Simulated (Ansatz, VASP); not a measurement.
# BeSi: VASP beside Ansatz, part 2 of 2

One calculation is typed for both programs; each brings its own data sets and cutoff. How far apart do they land? The cell is invented: other elements were put on sites of a known structure type. It may not be a known or stable phase. The cell is a member of a volume series, scaled by 1.02 from a relaxed one, so a pressure remains.

VASP 6.6.1 and Ansatz 0.2.0.

So far. Step 3 (Ansatz: single point, PBEsol, volume scaled by 1.02): The run ends at a pressure of -2.06 GPa. Step 5 (VASP: single point, PBEsol, volume scaled by 1.04): The run ends at a pressure of -3.61 GPa.

## Step 6: Ansatz: single point, PBEsol, volume scaled by 1.04

Level of this step: Ansatz beside VASP: Kohn-Sham DFT, plane waves, PBEsol (Ansatz).

The same cell, functional, mesh and smearing now go to Ansatz, which takes its cutoff from its data sets.

The cell is a member of a volume series, scaled by 1.04 from a relaxed one, so a pressure remains.

The input, input.yaml:

```yaml
crystal:
  lattice:
    - [2.8610589308, 0.0, 0.0]
    - [0.0, 2.8610589308, 0.0]
    - [0.0, 0.0, 2.8610589308]
  atoms:
    - { symbol: Be, position: [0.5, 0.5, 0.5] }
    - { symbol: Si, position: [0.0, 0.0, 0.0] }
hamiltonian:
  xc: pbesol
  pseudopotentials: { kind: paw }
kpoints:
  mp_grid: { grid: [9, 9, 9] }
scf:
  occupations: { method: gaussian, width: 0.05 }
  n_extra_bands: 4
output:
  forces: true
  stress: true
  eigenvalues: true
```

Launch:

```bash
ansatz run input.yaml --threads 2 --pin off --max-ram 4608MiB --backend cpu --events-out ev --progress --plain --runs-dir out
```

Numbers of over 12 decimals in the logs are rounded to 6 here.

The program printed:

```text
[...]
Crystal: 2 atoms, lattice volume = 23.420 Å³
Basis set: ecut = 420 eV, 461 PW (Γ), exchange–correlation on 40×40×40 points (8 copies of the dense FFT grid, shifted against one another)
Bands: 7, of which v1, the nominal top of the filled ones, is band 3 counted from 1 (2 counted from 0)
Symmetry: 48 space group operations
[...]
k-points: 35 of 729
[...]
Internal energy: -710.847465 eV  (E = F + TS)
E sigma→0 (E₀):  -710.848958 eV
Entropy (-TS):   -0.002984 eV (-1.492 meV/atom)
Fermi energy:    9.434752 eV
[...]
--- Stress (GPa, compression-positive) ---
       -3.765918       0.000000      -0.000000
        0.000000      -3.765918       0.000000
        0.000000       0.000000      -3.765918
  P = ⅓ Tr σ = -3.7659 GPa (-37.659 kbar)
--- Band table (eV; the first three rows and the last of 35) ---
[...]
[key lines of the parts left out:]
SCF converged after 6 iterations
Free energy (F): -710.850450 eV
```

It took 0.41 s on 2 threads of Intel Xeon 6975P-C (Granite Rapids), shared host; peak memory 0.3 GiB; 0.53 s of CPU time.

The run ends at a pressure of -3.77 GPa.

## Step 7: Side by side

Compared:

| quantity | Ansatz | VASP | difference |
| --- | --- | --- | --- |
| pressure (GPa) | -3.77 | -3.61 | -0.16 |

## Step 8: Ansatz: single point, PBEsol, volume scaled by 1.06

A single point gives forces, pressure and levels at one fixed geometry, so differences don't come from the geometry; what else differs is listed under the comparison. The cell compared in this pair holds 23.87 Å³, against 23.42 Å³ for the pair before.

The cell is a member of a volume series, scaled by 1.06 from a relaxed one, so a pressure remains.

input.yaml, the sections that differ from step 6:

```yaml
crystal:
  lattice:
    - [2.8792827275, 0.0, 0.0]
    - [0.0, 2.8792827275, 0.0]
    - [0.0, 0.0, 2.8792827275]
  atoms:
    - { symbol: Be, position: [0.5, 0.5, 0.5] }
    - { symbol: Si, position: [0.0, 0.0, 0.0] }
# hamiltonian, kpoints, scf, output: as in step 6
```

The program printed:

```text
[...]
Crystal: 2 atoms, lattice volume = 23.870 Å³
Basis set: ecut = 420 eV, 461 PW (Γ), exchange–correlation on 40×40×40 points (8 copies of the dense FFT grid, shifted against one another)
Bands: 7, of which v1, the nominal top of the filled ones, is band 3 counted from 1 (2 counted from 0)
Symmetry: 48 space group operations
[...]
k-points: 35 of 729
[...]
Internal energy: -710.834464 eV  (E = F + TS)
E sigma→0 (E₀):  -710.836125 eV
Entropy (-TS):   -0.003323 eV (-1.661 meV/atom)
Fermi energy:    9.210704 eV
[...]
--- Stress (GPa, compression-positive) ---
       -5.153885       0.000000       0.000000
        0.000000      -5.153885       0.000000
        0.000000       0.000000      -5.153885
  P = ⅓ Tr σ = -5.1539 GPa (-51.539 kbar)
--- Band table (eV; the first three rows and the last of 35) ---
[...]
[key lines of the parts left out:]
SCF converged after 6 iterations
Free energy (F): -710.837787 eV
```

It took 0.38 s on 2 threads; peak memory 0.31 GiB.

The run ends at a pressure of -5.15 GPa.

## Step 9: VASP: single point, PBEsol, volume scaled by 1.06

The same cell, functional, mesh and smearing now go to VASP, with its own data sets and cutoff.

The input, INCAR:

```
SYSTEM = BeSi
PREC = Accurate
ENCUT = 400
EDIFF = 1E-06
NELM = 100
ISMEAR = 0
SIGMA = 0.05
LREAL = .FALSE.
ALGO = Normal
GGA = PS
LORBIT = 11
LWAVE = .FALSE.
LCHARG = .FALSE.
ISIF = 2
```

The input, POSCAR:

```
BeSi
1.0
    2.8792827275      0.0000000000      0.0000000000
    0.0000000000      2.8792827275      0.0000000000
    0.0000000000      0.0000000000      2.8792827275
Be Si
1 1
Direct
    0.5000000000      0.5000000000      0.5000000000
    0.0000000000      0.0000000000      0.0000000000
```

The input, KPOINTS:

```
Automatic mesh
0
Gamma
9 9 9
0 0 0
```

Potentials, in the order of the species: Be and Si (PBE family, release 64).

Launch:

```bash
mpirun -np 1 vasp_std
```

The program printed:

```text
[... set-up lines as in an earlier step ...]
 entering main loop
       N       E                     dE             d eps       ncg     rms          rms(c)
DAV:   1    -0.881350095240E+00   -0.88135E+00   -0.22006E+03   490   0.540E+02
DAV:   2    -0.866075673842E+01   -0.77794E+01   -0.74676E+01   707   0.631E+01
DAV:   3    -0.879711247422E+01   -0.13636E+00   -0.12556E+00   644   0.876E+00
DAV:   4    -0.879816074059E+01   -0.10483E-02   -0.10481E-02   721   0.638E-01
[...]
DAV:   9    -0.874276963762E+01    0.28967E-04   -0.14441E-04   679   0.630E-02    0.453E-02
DAV:  10    -0.874276455417E+01    0.50834E-05   -0.18800E-05   700   0.228E-02    0.422E-03
DAV:  11    -0.874276460901E+01   -0.54847E-07   -0.41297E-07   364   0.456E-03
   1 F= -.87427646E+01 E0= -.87411303E+01  d E =-.326871E-02
```

OUTCAR, selected parts (step 9):

```text
  Total       -0.7483621     -0.7483621     -0.7483621     -0.0000000     -0.0000000      0.0000000
  in kB      -50.2307222    -50.2307222    -50.2307222     -0.0000000     -0.0000000      0.0000000
  external PRESSURE =     -50.2307222 kB  Pullay stress =       0.0000000 kB

 POSITION                                       TOTAL-FORCE (eV/Angst)
 -----------------------------------------------------------------------------------
      1.43964      1.43964      1.43964         0.000000      0.000000      0.000000
      0.00000      0.00000      0.00000         0.000000      0.000000      0.000000
 -----------------------------------------------------------------------------------
    total drift:                               -0.000000      0.000000     -0.000000

  FREE ENERGIE OF THE ION-ELECTRON SYSTEM (eV)
  ---------------------------------------------------
  free  energy   TOTEN  =        -8.7427646090 eV

  energy  without entropy=       -8.7394959009  energy(sigma->0) =       -8.74113025

[... 1 part as in an earlier step ...]

[... 2 further parts left out ...]
[key lines of the parts left out:]
E-fermi :   8.5199
```

The run ends at a pressure of -5.02 GPa.

## Step 10: Comparison

The two programs side by side:

| quantity | Ansatz | VASP | difference |
| --- | --- | --- | --- |
| pressure (GPa) | -5.15 | -5.02 | -0.13 |

Ansatz's pressure holds a Pulay correction of 0.03 GPa; VASP's holds none.

## Step 11: Outcome

```yaml
difference_in_pressure_single_point_pbesol_volume_scaled_by_1p02: -0.17 GPa
difference_in_pressure_single_point_pbesol_volume_scaled_by_1p04: -0.16 GPa
difference_in_pressure_single_point_pbesol_volume_scaled_by_1p06: -0.13 GPa
```

In words: The difference in pressure is -0.17 GPa (single point, PBEsol, volume scaled by 1.02), within the 1 GPa picked in this series as the mark of a large difference. 1 further run of this series is not shown here. Such differences can come from data sets, numerical settings and the points named under the comparisons, not from the functional's error against experiment.

[Lines on the potential files, build, host, timing and source positions are cut from VASP's logs without a mark.]

[Logs are printed without paths, hosts, clocks, repeated set-up lines and the standing remarks that a program may print on its own settings, such as how far it seeks lower states.]

[Hosts, paths, dates, database ids (printed as entryN), source tags and the programs' standing remarks are cut or masked in the printed files.]
